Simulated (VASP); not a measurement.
# A VASP study of EuAg4Sb2 (PBEsol + U): structure first, properties next

How well does PBEsol + U reproduce what experiment finds for EuAg4Sb2? The cell is relaxed first, and properties follow on it. The steps: full relaxation (PBEsol + U), second relaxation, density, ELF and potential (PBEsol + U), bands along the symmetry lines (PBEsol + U), total and projected DOS (PBEsol + U) and zone-centre phonons (PBEsol + U). The start is a cell from a database of measured crystal structures.

Program: VASP 6.6.1. Level of theory: PBEsol, DFT+U (Eu f 7 eV), spin-polarised from a ferromagnetic start (one magnetic atom a cell); plane waves and PAW (Eu, Ag, Sb), in the first sound run; inputs show where later runs differ. Results are calculated unless marked as measured.

The experiments to compare with:

For EuAg4Sb2, trigonal CaCu4P2-type (crushed flux-grown single crystals, 300 K), “Large magnetoresistance and first-order phase transition in antiferromagnetic single-crystalline EuAg4Sb2” (2024, arxiv:2406.18252) gives, by powder XRD, Rietveld refinement: lattice constant a (a, hexagonal setting) 4.7189 ± 0.0003 Å; lattice constant c (c, hexagonal setting) 24.661 ± 0.003 Å.

## (1) The starting structure

Before any relaxation, the start is as follows. The structure is trigonal, space group R-3m (No. 166). Conventional cell: a = 4.724 Å, b = 4.724 Å, c = 24.689 Å, α = 90.00°, β = 90.00°, γ = 120.00°. Nearest to Eu lie 6 Sb at 3.32 Å and 8 Ag at 3.50 to 3.69 Å. Nearest to Ag lie 4 Sb at 2.82 to 3.16 Å and 9 Ag at 2.91 to 3.53 Å and 1 Eu at 3.50 Å. Nearest to Ag lie 3 Sb at 2.79 Å and 7 Ag at 2.91 to 3.53 Å and 3 Eu at 3.69 Å. Nearest to Sb lie 7 Ag at 2.79 to 3.16 Å and 3 Eu at 3.32 Å. Farther neighbours are not listed.

## (2) Full relaxation (PBEsol + U)

Properties are meant for the cell that this level of theory prefers, so cell and atoms are relaxed first (ISIF = 3) until forces and stress are small; EDIFFG sets the threshold. PBEsol restores the gradient expansion of exchange and is tuned for the cells of solids. A Hubbard U penalises fractional filling of the localised shell, which semilocal functionals favour.

Contents of INCAR:

```
SYSTEM = EuAg4Sb2
PREC = Accurate
ENCUT = 450
EDIFF = 1E-06
NELM = 150
ISMEAR = 1
SIGMA = 0.2
LREAL = .FALSE.
ALGO = Normal
GGA = PS
NBANDS = 47
ISPIN = 2
MAGMOM = 7 0 0 0 0 0 0
LDAU = .TRUE.
LDAUTYPE = 2
LDAUL = 3 -1 -1
LDAUU = 7 0 0
LDAUJ = 0 0 0
LDAUPRINT = 1
LASPH = .TRUE.
LMAXMIX = 6
AMIX = 0.2
BMIX = 1E-04
AMIX_MAG = 0.8
BMIX_MAG = 1E-04
LORBIT = 11
LWAVE = .FALSE.
LCHARG = .FALSE.
KPAR = 4
IBRION = 2
NSW = 60
ISIF = 3
EDIFFG = -0.01
```

Contents of POSCAR:

```
EuAg4Sb2
1.0
    2.3619500000      1.3636724683      8.2296666667
   -2.3619500000      1.3636724683      8.2296666667
    0.0000000000     -2.7273449366      8.2296666667
Eu Ag Sb
1 4 2
Direct
    0.0000000000      0.0000000000      0.0000000000
    0.1419600000      0.1419600000      0.1419600000
    0.8580400000      0.8580400000      0.8580400000
    0.4341100000      0.4341100000      0.4341100000
    0.5658900000      0.5658900000      0.5658900000
    0.2563400000      0.2563400000      0.2563400000
    0.7436600000      0.7436600000      0.7436600000
```

Contents of KPOINTS:

```
Automatic mesh
0
Gamma
6 6 6
0 0 0
```

PAW data sets: Eu, Ag and Sb (PBE family, release 64).

The run is started by

```bash
$ mpirun -np 4 vasp_std
```

What it wrote:

```text
[banner, memory and clock lines left out]
running    4 mpi-ranks, on    1 nodes
 distrk:  each k-point on    1 cores,    4 groups
 distr:  one band on    1 cores,    1 groups

 POSCAR found type information on POSCAR EuAgSb
 POSCAR found :  3 types and       7 ions
|                                                                             |
|               ----> ADVICE to this user running VASP <----                  |
|                                                                             |
|     You enforced a specific xc type in the INCAR file but a different       |
|     [... a line on the potential file left out ...]
|     I HOPE YOU KNOW WHAT YOU ARE DOING!                                     |
|                                                                             |

 LDA part: xc-table for (Slater+PW92), standard interpolation
 POSCAR, INCAR and KPOINTS ok, starting setup
 FFT: planning ... GRIDC
 FFT: planning ... GRID_SOFT
 FFT: planning ... GRID
 WAVECAR not read
 entering main loop
       N       E                     dE             d eps       ncg     rms          rms(c)
DAV:   1     0.455473002004E+03    0.45547E+03   -0.27486E+04  9015   0.426E+03
DAV:   2     0.194023048967E+02   -0.43607E+03   -0.40137E+03  9627   0.630E+02
DAV:   3    -0.275658422121E+02   -0.46968E+02   -0.45905E+02  9246   0.121E+02
DAV:   4    -0.311711227280E+02   -0.36053E+01   -0.35881E+01 11480   0.242E+01
DAV:   5    -0.314018001906E+02   -0.23068E+00   -0.23046E+00 10281   0.724E+00    0.348E+01
DAV:   6    -0.354393399245E+02   -0.40375E+01   -0.75395E+00 10221   0.606E+01    0.192E+01
DAV:   7    -0.354790255612E+02   -0.39686E-01   -0.33268E+00  8903   0.196E+01    0.121E+01
DAV:   8    -0.354373744956E+02    0.41651E-01   -0.47421E-01 10932   0.128E+01    0.924E+00
DAV:   9    -0.354391503222E+02   -0.17758E-02   -0.10560E-01 10346   0.324E+00    0.703E+00
DAV:  10    -0.354320129666E+02    0.71374E-02   -0.32544E-02 10227   0.324E+00    0.381E+00
DAV:  11    -0.354338757560E+02   -0.18628E-02   -0.51845E-03 10557   0.102E+00    0.248E+00
DAV:  12    -0.354316379790E+02    0.22378E-02   -0.95703E-03  9449   0.220E+00    0.564E-01
DAV:  13    -0.354314946903E+02    0.14329E-03   -0.21016E-03 10112   0.557E-01    0.868E-01
DAV:  14    -0.354315401653E+02   -0.45475E-04   -0.36053E-04  9693   0.788E-02    0.548E-01
DAV:  15    -0.354315425088E+02   -0.23435E-05   -0.68569E-05 10751   0.131E-01    0.274E-01
DAV:  16    -0.354315407048E+02    0.18040E-05   -0.26174E-05  9520   0.686E-02    0.956E-02
DAV:  17    -0.354315395466E+02    0.11582E-05   -0.75427E-06  7524   0.162E-02    0.248E-02
DAV:  18    -0.354315388995E+02    0.64717E-06   -0.89701E-07  5215   0.201E-02
   1 F= -.35431539E+02 E0= -.35431558E+02  d E =-.354315E+02  mag=     7.0598
 curvature:   0.00 expect dE= 0.000E+00 dE for cont linesearch  0.000E+00
 trial: gam= 0.00000 g(F)=  0.554E-03 g(S)=  0.910E-01 ort = 0.000E+00 (trialstep = 0.100E+01)
 search vector abs. value=  0.915E-01
 bond charge predicted
       N       E                     dE             d eps       ncg     rms          rms(c)
DAV:   1    -0.378718935029E+02   -0.24404E+01   -0.27733E+01  8131   0.609E+01    0.988E+01
DAV:   2    -0.358942360857E+02    0.19777E+01   -0.16903E+01  9300   0.519E+01    0.578E+01
DAV:   3    -0.356644749404E+02    0.22976E+00   -0.87762E-01 10202   0.261E+01    0.255E+01
DAV:   4    -0.355259447664E+02    0.13853E+00   -0.45376E-01 10011   0.132E+01    0.790E+00
DAV:   5    -0.354888552451E+02    0.37090E-01   -0.92203E-02 10771   0.345E+00    0.665E+00
DAV:   6    -0.354700951258E+02    0.18760E-01   -0.21218E-02 10696   0.137E+00    0.708E+00
DAV:   7    -0.354588612295E+02    0.11234E-01   -0.15953E-02 10400   0.701E-01    0.675E+00
DAV:   8    -0.354574395426E+02    0.14217E-02   -0.68240E-03 11017   0.682E-01    0.477E+00
DAV:   9    -0.354572664887E+02    0.17305E-03   -0.64747E-03 10852   0.144E+00    0.209E+00
DAV:  10    -0.354570722076E+02    0.19428E-03   -0.23186E-03 10587   0.753E-01    0.878E-01
DAV:  11    -0.354570594096E+02    0.12798E-04   -0.66582E-04 10833   0.149E-01    0.251E-01
DAV:  12    -0.354570228167E+02    0.36593E-04   -0.13957E-04 10109   0.104E-01    0.117E-01
DAV:  13    -0.354570141789E+02    0.86377E-05   -0.76554E-05 10682   0.598E-02    0.807E-02
DAV:  14    -0.354570159090E+02   -0.17301E-05   -0.12161E-05  9324   0.445E-02    0.205E-02
DAV:  15    -0.354570141938E+02    0.17153E-05   -0.52677E-06  6125   0.544E-02    0.128E-02
DAV:  16    -0.354570141417E+02    0.52068E-07   -0.15770E-06  4613   0.258E-02
   2 F= -.35457014E+02 E0= -.35457200E+02  d E =-.254752E-01  mag=     7.0503
[... from here on, the cycles between the ionic steps are left out ...]
   3 F= -.35463903E+02 E0= -.35464051E+02  d E =-.323642E-01  mag=     7.0523
   4 F= -.35463888E+02 E0= -.35464035E+02  d E =-.323492E-01  mag=     7.0524
   5 F= -.35465749E+02 E0= -.35465908E+02  d E =-.186068E-02  mag=     7.0509
   6 F= -.35468592E+02 E0= -.35468784E+02  d E =-.470349E-02  mag=     7.0472
   7 F= -.35468922E+02 E0= -.35469129E+02  d E =-.503403E-02  mag=     7.0456
   8 F= -.35470447E+02 E0= -.35470693E+02  d E =-.152490E-02  mag=     7.0436
   9 F= -.35470802E+02 E0= -.35471073E+02  d E =-.187986E-02  mag=     7.0421
  10 F= -.35471111E+02 E0= -.35471358E+02  d E =-.309111E-03  mag=     7.0433
  11 F= -.35471111E+02 E0= -.35471358E+02  d E =-.308905E-03  mag=     7.0433
  12 F= -.35471309E+02 E0= -.35471537E+02  d E =-.197685E-03  mag=     7.0442
  13 F= -.35471654E+02 E0= -.35471824E+02  d E =-.542892E-03  mag=     7.0469
  14 F= -.35471688E+02 E0= -.35471830E+02  d E =-.576890E-03  mag=     7.0483
  15 F= -.35471815E+02 E0= -.35471951E+02  d E =-.127402E-03  mag=     7.0483
  16 F= -.35471811E+02 E0= -.35471945E+02  d E =-.123480E-03  mag=     7.0484
  17 F= -.35471816E+02 E0= -.35471951E+02  d E =-.128621E-03  mag=     7.0485
  18 F= -.35471820E+02 E0= -.35471955E+02  d E =-.132185E-03  mag=     7.0485
  19 F= -.35471818E+02 E0= -.35471954E+02  d E =-.130607E-03  mag=     7.0484
  20 F= -.35471818E+02 E0= -.35471953E+02  d E =-.129837E-03  mag=     7.0484
  21 F= -.35471802E+02 E0= -.35471934E+02  d E =0.153966E-04  mag=     7.0486
  22 F= -.35471826E+02 E0= -.35471961E+02  d E =-.889969E-05  mag=     7.0484
  23 F= -.35471826E+02 E0= -.35471961E+02  d E =-.866730E-05  mag=     7.0485
  24 F= -.35471822E+02 E0= -.35471957E+02  d E =-.435629E-05  mag=     7.0484
  25 F= -.35471820E+02 E0= -.35471955E+02  d E =-.209304E-05  mag=     7.0484
  26 F= -.35471818E+02 E0= -.35471954E+02  d E =-.268159E-06  mag=     7.0484
  27 F= -.35471817E+02 E0= -.35471953E+02  d E =0.747415E-06  mag=     7.0484
 curvature:  -0.08 expect dE=-0.333E-05 dE for cont linesearch -0.548E-09
 trial: gam= 0.29861 g(F)=  0.252E-04 g(S)=  0.156E-04 ort = 0.946E-06 (trialstep = 0.726E+00)
 search vector abs. value=  0.533E-04
 bond charge predicted
       N       E                     dE             d eps       ncg     rms          rms(c)
DAV:   1    -0.354718360378E+02   -0.19156E-04   -0.80060E-03  7090   0.691E-01    0.910E-02
DAV:   2    -0.354718523827E+02   -0.16345E-04   -0.25697E-04  9552   0.170E-01    0.553E-02
DAV:   3    -0.354718477711E+02    0.46117E-05   -0.57365E-06  7295   0.379E-02    0.311E-02
DAV:   4    -0.354718451028E+02    0.26682E-05   -0.12694E-06  4162   0.260E-02    0.183E-02
DAV:   5    -0.354718427326E+02    0.23702E-05   -0.31544E-06  6336   0.390E-02    0.688E-03
DAV:   6    -0.354718425537E+02    0.17889E-06   -0.13709E-06  4050   0.236E-02
  28 F= -.35471843E+02 E0= -.35471975E+02  d E =-.257025E-04  mag=     7.0485
 trial-energy change:   -0.000026  1 .order   -0.000026   -0.000030   -0.000022
 step:   2.8016(harm=  2.8016)  dis= 0.00236  next Energy=   -35.471874 (dE=-0.576E-04)
 reached required accuracy - stopping structural energy minimisation
```

It took 40 min on 4 MPI ranks of Intel Xeon 6975P-C (Granite Rapids), shared host; peak memory 3.9 GiB.

The logs omit lines about the potential files and the build; timing stands in the text.

[end of part 1 of 6]

[Lines on the potential files, build, host, timing and source positions are cut from VASP's logs without a mark.]

[Logs are printed without paths, hosts, clocks, repeated set-up lines and the standing remarks that a program may print on its own settings, such as how far it seeks lower states.]

[Hosts, paths, dates, database ids (printed as entryN), source tags and the programs' standing remarks are cut or masked in the printed files.]

[A measured line is paired with the nearest computed mode of its activity, which favours agreement.]
